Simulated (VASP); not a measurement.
Consider the following.

```
Sc
1.0
    2.90862     0.00000     0.00000
    0.00000     2.90862     0.00000
    0.00000     0.00000     2.90862
Sc
1
Direct
  0.00000   0.00000   0.00000
```

These are PBEsol GGA, VASP's PBE PAW potentials (set 64) (plane waves; VASP) values and carry that method's errors. Run with 400 eV cut-off, Gaussian smearing of 0.050 eV, potentials Sc_sv.

Task: What does the run give for the band gap (along the path) with the smallest direct gap where there is one?

Result: 
```
Property                                                     Result
-------------------------  ----------------------------------------
band gap (along the path)  none (metal, semimetal or under 0.01 eV)
```

The absolute energy has meaning only against runs of the same code, potentials and settings.

The structure was generated: Sc was put into the simple-cubic type (Pm-3m), which need not be its known phase. It was relaxed first, which changed the volume by -12 %.
